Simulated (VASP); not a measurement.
These are PBEsol GGA, VASP's PBE PAW potentials (set 64) (plane waves; VASP) values and carry that method's errors.

VASP input:

### KPOINTS
```
kpoints
0
G
7 7 1
```

INCAR:
```
# general
SYSTEM   =  Ni3Fe(111) slab
PREC     =  Normal
ENCUT    =  400   # plane-wave cut-off (eV)
LREAL    =  Auto
LASPH    =  .TRUE.   # aspherical one-centre terms

# electronic loop
EDIFF    =  1E-5   # SCF stop (eV)
NELM     =  100
NELMIN   =  4
ALGO     =  Normal   # blocked Davidson
LMAXMIX  =  4

# smearing
ISMEAR   =  1   # Methfessel-Paxton
SIGMA    =  0.1   # width (eV)

# functional
GGA      =  PS   # PBEsol

# spin
ISPIN    =  2
MAGMOM   =  5*3.0 15*0.7

# ions
IBRION   =  2   # conjugate gradients
NSW      =  120   # most ionic steps
ISIF     =  2
EDIFFG   =  -0.03

# output
LWAVE    =  .TRUE.
LCHARG   =  .FALSE.
LORBIT   =  10

# other
LDIPOL   =  .TRUE.
IDIPOL   =  3
DIPOL    =  0.5 0.5 0.5
```

File POSCAR:
```
Ni3Fe(111) slab
1
    4.9316896963     0.0000000000     0.0000000000
   -2.4658448481     4.2709683969     0.0000000000
    0.0000000000     0.0000000000    24.8015497202
Fe Ni
5 15
Direct
  0.3333330000   0.6666670000   0.3378977455
  0.6666670000   0.3333330000   0.4175933568
  1.0000000000   1.0000000000   0.5000000000
  0.3333330000   0.6666670000   0.5824066432
  0.6666670000   0.3333330000   0.6621022545
  0.8323169041   0.1676830959   0.3381187639
  0.8323169041   0.6646348083   0.3381187639
  0.3353651917   0.1676830959   0.3381187639
  0.1665374275   0.8334625725   0.4185749534
  0.1665374275   0.3330738550   0.4185749534
  0.6669261450   0.8334625725   0.4185749534
  0.5000000000   0.5000000000   0.5000000000
  0.5000000000   1.0000000000   0.5000000000
  1.0000000000   0.5000000000   0.5000000000
  0.8334625725   0.1665374275   0.5814250466
  0.8334625725   0.6669261450   0.5814250466
  0.3330738550   0.1665374275   0.5814250466
  0.1676830959   0.8323169041   0.6618812361
  0.1676830959   0.3353651917   0.6618812361
  0.6646348083   0.8323169041   0.6618812361
```

POTCAR, in this order: Fe Ni (PBE.64 set). Program: vasp_std.

What VASP printed:

File OUTCAR:
```
 ion  position               nearest neighbor table
   1  0.333  0.667  0.338-   9 2.46  10 2.46  11 2.46   6 2.47   8 2.47   8 2.47   6 2.47   7 2.47
                             7 2.47
   2  0.667  0.333  0.418-   6 2.43   7 2.43   8 2.43  11 2.47   9 2.47  11 2.47   9 2.47  10 2.47
                            10 2.47  13 2.49  14 2.49  12 2.49
   3  0.000  0.000  0.500-  14 2.47  14 2.47  12 2.47  12 2.47  13 2.47  13 2.47  16 2.47  10 2.47
                            17 2.47  11 2.47  15 2.47   9 2.47
   4  0.333  0.667  0.582-  18 2.43  19 2.43  20 2.43  17 2.47  15 2.47  17 2.47  15 2.47  16 2.47
                            16 2.47  13 2.49  14 2.49  12 2.49
   5  0.667  0.333  0.662-  15 2.46  16 2.46  17 2.46  18 2.47  20 2.47  20 2.47  18 2.47  19 2.47
                            19 2.47
   6  0.832  0.168  0.338-   2 2.43   7 2.45   8 2.45  11 2.45  10 2.45   1 2.47   1 2.47   7 2.48
                             8 2.48
   7  0.832  0.665  0.338-   2 2.43   6 2.45   8 2.45  11 2.45   9 2.45   1 2.47   1 2.47   6 2.48
                             8 2.48
   8  0.335  0.168  0.338-   2 2.43   7 2.45   6 2.45  10 2.45   9 2.45   1 2.47   1 2.47   7 2.48
                             6 2.48
   9  0.167  0.833  0.419-   8 2.45   7 2.45   1 2.46  10 2.46  11 2.46   2 2.47   2 2.47  10 2.47
                            11 2.47   3 2.47  14 2.47  13 2.47
  10  0.167  0.333  0.419-   8 2.45   6 2.45   1 2.46   9 2.46  11 2.46   2 2.47   2 2.47   9 2.47
                            11 2.47   3 2.47  12 2.47  14 2.47
  11  0.667  0.833  0.419-   7 2.45   6 2.45   1 2.46  10 2.46   9 2.46   2 2.47   2 2.47  10 2.47
                             9 2.47   3 2.47  12 2.47  13 2.47
  12  0.500  0.500  0.500-  13 2.47  13 2.47   3 2.47   3 2.47  14 2.47  14 2.47  17 2.47  11 2.47
                            10 2.47  16 2.47   4 2.49   2 2.49
  13  0.500  0.000  0.500-  12 2.47  12 2.47  14 2.47  14 2.47   3 2.47   3 2.47  15 2.47   9 2.47
                            17 2.47  11 2.47   4 2.49   2 2.49
  14  0.000  0.500  0.500-   3 2.47   3 2.47  13 2.47  13 2.47  12 2.47  12 2.47  15 2.47   9 2.47
                            16 2.47  10 2.47   4 2.49   2 2.49
  15  0.833  0.167  0.581-  20 2.45  19 2.45   5 2.46  16 2.46  17 2.46   4 2.47   4 2.47  16 2.47
                            17 2.47   3 2.47  14 2.47  13 2.47
  16  0.833  0.667  0.581-  20 2.45  18 2.45   5 2.46  15 2.46  17 2.46   4 2.47   4 2.47  15 2.47
                            17 2.47   3 2.47  12 2.47  14 2.47
  17  0.333  0.167  0.581-  19 2.45  18 2.45   5 2.46  16 2.46  15 2.46   4 2.47   4 2.47  16 2.47
                            15 2.47   3 2.47  12 2.47  13 2.47
  18  0.168  0.832  0.662-   4 2.43  19 2.45  20 2.45  17 2.45  16 2.45   5 2.47   5 2.47  19 2.48
                            20 2.48
  19  0.168  0.335  0.662-   4 2.43  18 2.45  20 2.45  17 2.45  15 2.45   5 2.47   5 2.47  18 2.48
                            20 2.48
  20  0.665  0.832  0.662-   4 2.43  19 2.45  18 2.45  16 2.45  15 2.45   5 2.47   5 2.47  19 2.48
...
```

File OSZICAR:
```
...
DAV:   2    -0.132008153639E+03   -0.76329E-02   -0.20032E-02  5532   0.128E+00    0.705E-01
DAV:   3    -0.132019175437E+03   -0.11022E-01   -0.33008E-02  4522   0.329E+00    0.148E+00
DAV:   4    -0.132008835792E+03    0.10340E-01   -0.19933E-02  4586   0.247E+00    0.456E-01
DAV:   5    -0.132008043095E+03    0.79270E-03   -0.23527E-03  4901   0.789E-01    0.119E-01
DAV:   6    -0.132008124328E+03   -0.81232E-04   -0.55407E-04  5378   0.275E-01    0.136E-01
DAV:   7    -0.132008084055E+03    0.40272E-04   -0.41261E-04  4302   0.323E-01    0.966E-02
DAV:   8    -0.132008051022E+03    0.33034E-04   -0.12667E-04  4779   0.168E-01    0.593E-02
DAV:   9    -0.132008055309E+03   -0.42873E-05   -0.86688E-05  4245   0.158E-01
   2 F= -.13200806E+03 E0= -.13200850E+03  d E =-.526919E-02  mag=    24.0582
       N       E                     dE             d eps       ncg     rms          rms(c)
DAV:   1    -0.132004984726E+03    0.30663E-02   -0.78325E-01  4078   0.236E+00    0.561E-01
DAV:   2    -0.132009377582E+03   -0.43929E-02   -0.11272E-02  5608   0.105E+00    0.572E-01
DAV:   3    -0.132015181617E+03   -0.58040E-02   -0.19182E-02  4546   0.254E+00    0.109E+00
DAV:   4    -0.132009626146E+03    0.55555E-02   -0.11580E-02  4566   0.188E+00    0.382E-01
DAV:   5    -0.132009058265E+03    0.56788E-03   -0.15210E-03  4678   0.643E-01    0.889E-02
DAV:   6    -0.132009106084E+03   -0.47819E-04   -0.34912E-04  5323   0.215E-01    0.110E-01
DAV:   7    -0.132009063007E+03    0.43077E-04   -0.22789E-04  4315   0.234E-01    0.645E-02
DAV:   8    -0.132009040108E+03    0.22899E-04   -0.59182E-05  4122   0.109E-01    0.470E-02
DAV:   9    -0.132009043148E+03   -0.30401E-05   -0.56806E-05  3780   0.129E-01
   3 F= -.13200904E+03 E0= -.13200945E+03  d E =-.625703E-02  mag=    24.0533
       N       E                     dE             d eps       ncg     rms          rms(c)
DAV:   1    -0.132008792019E+03    0.24809E-03   -0.27871E-01  4071   0.143E+00    0.263E-01
DAV:   2    -0.132010896394E+03   -0.21044E-02   -0.54798E-03  6023   0.991E-01    0.513E-01
DAV:   3    -0.132010974590E+03   -0.78196E-04   -0.88640E-03  4578   0.159E+00    0.508E-01
DAV:   4    -0.132009965947E+03    0.10086E-02   -0.32407E-03  4625   0.951E-01    0.248E-01
DAV:   5    -0.132009743870E+03    0.22208E-03   -0.48632E-04  4958   0.376E-01    0.475E-02
DAV:   6    -0.132009761980E+03   -0.18110E-04   -0.16023E-04  5527   0.119E-01    0.518E-02
DAV:   7    -0.132009730419E+03    0.31561E-04   -0.46340E-05  4005   0.868E-02    0.237E-02
DAV:   8    -0.132009728084E+03    0.23346E-05   -0.25133E-05  3008   0.731E-02
   4 F= -.13200973E+03 E0= -.13201018E+03  d E =-.684936E-03  mag=    24.0502
       N       E                     dE             d eps       ncg     rms          rms(c)
DAV:   1    -0.132009017452E+03    0.71297E-03   -0.36584E-01  4141   0.164E+00    0.304E-01
DAV:   2    -0.132011879599E+03   -0.28621E-02   -0.76524E-03  6083   0.119E+00    0.615E-01
DAV:   3    -0.132011555627E+03    0.32397E-03   -0.11634E-02  4598   0.182E+00    0.560E-01
DAV:   4    -0.132010383861E+03    0.11718E-02   -0.43291E-03  4657   0.110E+00    0.310E-01
DAV:   5    -0.132009983710E+03    0.40015E-03   -0.71776E-04  4796   0.467E-01    0.586E-02
DAV:   6    -0.132009962835E+03    0.20876E-04   -0.22562E-04  5792   0.140E-01    0.598E-02
DAV:   7    -0.132009837641E+03    0.12519E-03   -0.61617E-05  4200   0.959E-02    0.248E-02
DAV:   8    -0.132009808928E+03    0.28712E-04   -0.35442E-05  3541   0.879E-02    0.505E-02
DAV:   9    -0.132009789989E+03    0.18940E-04   -0.18237E-05  2676   0.732E-02    0.178E-02
DAV:  10    -0.132009811852E+03   -0.21863E-04   -0.52701E-06  2414   0.300E-02    0.866E-03
DAV:  11    -0.132009831454E+03   -0.19603E-04   -0.30115E-06  2281   0.225E-02    0.947E-03
DAV:  12    -0.132009866792E+03   -0.35338E-04   -0.23548E-06  2357   0.197E-02    0.611E-03
DAV:  13    -0.132009892245E+03   -0.25453E-04   -0.10286E-06  2311   0.823E-03    0.332E-03
DAV:  14    -0.132009944417E+03   -0.52172E-04   -0.86811E-07  2370   0.365E-03    0.310E-03
DAV:  15    -0.132010006905E+03   -0.62488E-04   -0.51278E-07  2423   0.399E-03    0.243E-03
DAV:  16    -0.132010091081E+03   -0.84175E-04   -0.63093E-07  2416   0.302E-03    0.191E-03
DAV:  17    -0.132010174266E+03   -0.83185E-04   -0.77270E-07  2464   0.269E-03    0.149E-03
DAV:  18    -0.132010232069E+03   -0.57803E-04   -0.49009E-07  2408   0.191E-03    0.138E-03
DAV:  19    -0.132010302125E+03   -0.70056E-04   -0.67519E-07  2495   0.191E-03    0.965E-04
DAV:  20    -0.132010354984E+03   -0.52859E-04   -0.88900E-07  2536   0.215E-03    0.909E-04
DAV:  21    -0.132010368195E+03   -0.13211E-04   -0.34940E-07  2406   0.198E-03    0.665E-04
DAV:  22    -0.132010368394E+03   -0.19941E-06   -0.46934E-08  2260   0.988E-04
   5 F= -.13201037E+03 E0= -.13201087E+03  d E =-.132525E-02  mag=    24.0399
       N       E                     dE             d eps       ncg     rms          rms(c)
DAV:   1    -0.132005617633E+03    0.47506E-02   -0.14644E+00  4092   0.327E+00    0.600E-01
DAV:   2    -0.132016187701E+03   -0.10570E-01   -0.28996E-02  6011   0.222E+00    0.114E+00
DAV:   3    -0.132017061854E+03   -0.87415E-03   -0.47515E-02  4601   0.362E+00    0.118E+00
DAV:   4    -0.132011198369E+03    0.58635E-02   -0.16515E-02  4694   0.215E+00    0.529E-01
DAV:   5    -0.132010172149E+03    0.10262E-02   -0.23138E-03  5079   0.789E-01    0.110E-01
DAV:   6    -0.132010150931E+03    0.21217E-04   -0.79285E-04  5793   0.266E-01    0.125E-01
DAV:   7    -0.132009845596E+03    0.30533E-03   -0.25741E-04  4321   0.211E-01    0.513E-02
DAV:   8    -0.132009754352E+03    0.91245E-04   -0.15400E-04  4954   0.174E-01    0.982E-02
DAV:   9    -0.132009672428E+03    0.81924E-04   -0.70406E-05  4210   0.143E-01    0.361E-02
DAV:  10    -0.132009682148E+03   -0.97200E-05   -0.18954E-05  2899   0.711E-02
   6 F= -.13200968E+03 E0= -.13201027E+03  d E =-.638999E-03  mag=    24.0373
       N       E                     dE             d eps       ncg     rms          rms(c)
DAV:   1    -0.132007763464E+03    0.19090E-02   -0.72640E-01  4071   0.232E+00    0.432E-01
DAV:   2    -0.132014499333E+03   -0.67359E-02   -0.17535E-02  5948   0.183E+00    0.968E-01
DAV:   3    -0.132012914169E+03    0.15852E-02   -0.27000E-02  4678   0.274E+00    0.799E-01
DAV:   4    -0.132010068347E+03    0.28458E-02   -0.62508E-03  4681   0.132E+00    0.232E-01
DAV:   5    -0.132009894756E+03    0.17359E-03   -0.10006E-03  5993   0.383E-01    0.728E-02
DAV:   6    -0.132009774561E+03    0.12020E-03   -0.26472E-04  5059   0.158E-01    0.978E-02
DAV:   7    -0.132009637525E+03    0.13704E-03   -0.18152E-04  4316   0.183E-01    0.585E-02
DAV:   8    -0.132009606279E+03    0.31246E-04   -0.57454E-05  4089   0.101E-01    0.423E-02
DAV:   9    -0.132009658692E+03   -0.52413E-04   -0.23197E-05  2918   0.860E-02    0.418E-02
DAV:  10    -0.132009680255E+03   -0.21563E-04   -0.16507E-05  2385   0.712E-02    0.154E-02
DAV:  11    -0.132009775437E+03   -0.95182E-04   -0.75707E-06  2436   0.434E-02    0.203E-02
DAV:  12    -0.132009841274E+03   -0.65837E-04   -0.47038E-06  2309   0.333E-02    0.795E-03
DAV:  13    -0.132009939272E+03   -0.97998E-04   -0.23116E-06  2384   0.917E-03    0.599E-03
DAV:  14    -0.132010109570E+03   -0.17030E-03   -0.17599E-06  2442   0.593E-03    0.477E-03
DAV:  15    -0.132010249847E+03   -0.14028E-03   -0.99296E-07  2423   0.337E-03    0.363E-03
DAV:  16    -0.132010568073E+03   -0.31823E-03   -0.37050E-06  2697   0.511E-03    0.284E-03
DAV:  17    -0.132010776673E+03   -0.20860E-03   -0.14722E-06  2568   0.360E-03    0.223E-03
DAV:  18    -0.132010939197E+03   -0.16252E-03   -0.17472E-06  2585   0.254E-03    0.163E-03
DAV:  19    -0.132011028955E+03   -0.89758E-04   -0.85648E-07  2498   0.314E-03    0.113E-03
DAV:  20    -0.132011060147E+03   -0.31192E-04   -0.27725E-07  2368   0.163E-03    0.753E-04
DAV:  21    -0.132011072824E+03   -0.12677E-04   -0.95158E-08  2282   0.113E-03    0.481E-04
DAV:  22    -0.132011080336E+03   -0.75120E-05   -0.62138E-08  2308   0.105E-03
   7 F= -.13201108E+03 E0= -.13201169E+03  d E =-.139819E-02  mag=    24.0283
```

### OUTCAR
```
------------------------ aborting loop because EDIFF is reached ----------------------------------------
  FORCE on cell =-STRESS in cart. coord.  units (eV):
  Direction    XX          YY          ZZ          XY          YZ          ZX
  --------------------------------------------------------------------------------------
  Total       -7.1643015     -7.1643010     -1.5375269     -0.0000000      0.0000000     -0.0000000
  in kB      -21.9727046    -21.9727029     -4.7155502     -0.0000000      0.0000000     -0.0000000
  external PRESSURE =     -16.2203193 kB  Pullay stress =       0.0000000 kB
  volume of cell :      522.40
      direct lattice vectors                 reciprocal lattice vectors
     4.931689696  0.000000000  0.000000000     0.202770260  0.117069468  0.000000000
    -2.465844848  4.270968397  0.000000000     0.000000000  0.234138937  0.000000000
     0.000000000  0.000000000 24.801549720     0.000000000  0.000000000  0.040320061
 POSITION                                       TOTAL-FORCE (eV/Angst)
 -----------------------------------------------------------------------------------
     -0.00000      2.84731      8.40899         0.000000      0.000000     -0.007562
      2.46585      1.42365     10.34109         0.000000      0.000000      0.014162
     -0.00000      0.00000     12.40077         0.000000      0.000000      0.000000
     -0.00000      2.84731     14.46046         0.000000      0.000000     -0.014162
      2.46585      1.42365     16.39256         0.000000      0.000000      0.007562
      3.69193      0.71578      8.39957        -0.013354      0.007710      0.010629
      2.46584      2.83942      8.39957        -0.000000     -0.015420      0.010629
      1.23976      0.71578      8.39957         0.013354      0.007710      0.010629
     -1.23545      3.56060     10.39410        -0.003496      0.002018     -0.001305
      0.00000      1.42073     10.39410        -0.000000     -0.004037     -0.001305
      1.23545      3.56060     10.39410         0.003496      0.002018     -0.001305
      1.23292      2.13548     12.40077         0.000000      0.000000      0.000000
      2.46584      0.00000     12.40077         0.000000      0.000000      0.000000
     -1.23292      2.13548     12.40077         0.000000      0.000000      0.000000
      3.70129      0.71037     14.40745         0.003496     -0.002018      0.001305
      2.46584      2.85023     14.40745         0.000000      0.004037      0.001305
      1.23039      0.71037     14.40745        -0.003496     -0.002018      0.001305
     -1.22608      3.55519     16.40198         0.013354     -0.007710     -0.010629
      0.00000      1.43155     16.40198         0.000000      0.015420     -0.010629
      1.22609      3.55519     16.40198        -0.013354     -0.007710     -0.010629
 -----------------------------------------------------------------------------------
    total drift:                               -0.000000      0.000000      0.000000
  FREE ENERGIE OF THE ION-ELECTRON SYSTEM (eV)
  ---------------------------------------------------
  free  energy   TOTEN  =      -132.0110803355 eV

  energy  without entropy=     -132.0129216796  energy(sigma->0) =     -132.01169412

 total charge

# of ion       s       p       d       tot
------------------------------------------
    1        0.490   0.431   6.115   7.037
    2        0.494   0.549   6.168   7.210
    3        0.502   0.549   6.156   7.207
    4        0.494   0.549   6.168   7.210
    5        0.490   0.431   6.115   7.037
    6        0.522   0.438   8.323   9.283
    7        0.522   0.438   8.323   9.283
    8        0.522   0.438   8.323   9.283
    9        0.527   0.563   8.344   9.434
   10        0.527   0.563   8.344   9.434
   11        0.527   0.563   8.344   9.434
   12        0.528   0.555   8.332   9.415
   13        0.528   0.555   8.332   9.415
   14        0.528   0.555   8.332   9.415
   15        0.527   0.563   8.344   9.434
   16        0.527   0.563   8.344   9.434
   17        0.527   0.563   8.344   9.434
   18        0.522   0.438   8.323   9.283
   19        0.522   0.438   8.323   9.283
   20        0.522   0.438   8.323   9.283
--------------------------------------------------
tot         10.353  10.177 155.718 176.248

 magnetization (x)

# of ion       s       p       d       tot
------------------------------------------
    1        0.015  -0.002   2.900   2.913
    2        0.008  -0.000   2.821   2.828
    3        0.010   0.002   2.821   2.834
    4        0.008  -0.000   2.821   2.828
    5        0.015  -0.002   2.900   2.913
    6       -0.015  -0.039   0.685   0.631
    7       -0.015  -0.039   0.685   0.631
    8       -0.015  -0.039   0.685   0.631
    9       -0.018  -0.045   0.725   0.663
   10       -0.018  -0.045   0.725   0.663
   11       -0.018  -0.045   0.725   0.663
   12       -0.013  -0.039   0.706   0.655
   13       -0.013  -0.039   0.706   0.655
   14       -0.013  -0.039   0.706   0.655
   15       -0.018  -0.045   0.725   0.663
   16       -0.018  -0.045   0.725   0.663
   17       -0.018  -0.045   0.725   0.663
   18       -0.015  -0.039   0.685   0.631
   19       -0.015  -0.039   0.685   0.631
   20       -0.015  -0.039   0.685   0.631
--------------------------------------------------
tot         -0.181  -0.624  24.843  24.039

 reached required accuracy - stopping structural energy minimisation
```
(Selected blocks of OUTCAR.)

File CONTCAR:
```
Ni3Fe(111) slab
   1.00000000000000
     4.9316896963000003    0.0000000000000000    0.0000000000000000
    -2.4658448481000002    4.2709683968999999    0.0000000000000000
     0.0000000000000000    0.0000000000000000   24.8015497202000006
  Fe              Ni
     5    15
Direct
     0.3333330000000032    0.6666669999999968    0.3390509234279223
     0.6666669999999968    0.3333330000000032    0.4169532877326511
     0.0000000000000000    0.0000000000000000    0.5000000000000000
     0.3333330000000032    0.6666669999999968    0.5830467122673487
     0.6666669999999968    0.3333330000000032    0.6609490765720776
     0.8324084477032917    0.1675915522967082    0.3386711778918493
     0.8324084477032917    0.6648178955065898    0.3386711778918493
     0.3351821044934101    0.1675915522967082    0.3386711778918493
     0.1663251663915615    0.8336748336084385    0.4190905736163600
     0.1663251663915615    0.3326493327831185    0.4190905736163600
     0.6673506672168814    0.8336748336084385    0.4190905736163600
     0.5000000000000000    0.5000000000000000    0.5000000000000000
     0.5000000000000000    0.0000000000000000    0.5000000000000000
     0.0000000000000000    0.5000000000000000    0.5000000000000000
     0.8336748336084385    0.1663251663915615    0.5809094263836401
     0.8336748336084385    0.6673506672168814    0.5809094263836401
     0.3326493327831185    0.1663251663915615    0.5809094263836401
     0.1675915522967082    0.8324084477032917    0.6613288221081506
     0.1675915522967082    0.3351821044934101    0.6613288221081506
     0.6648178955065898    0.8324084477032917    0.6613288221081506
```

The cell is a thin slab with vacuum, built from Ni3Fe (L1_2): (111) face.
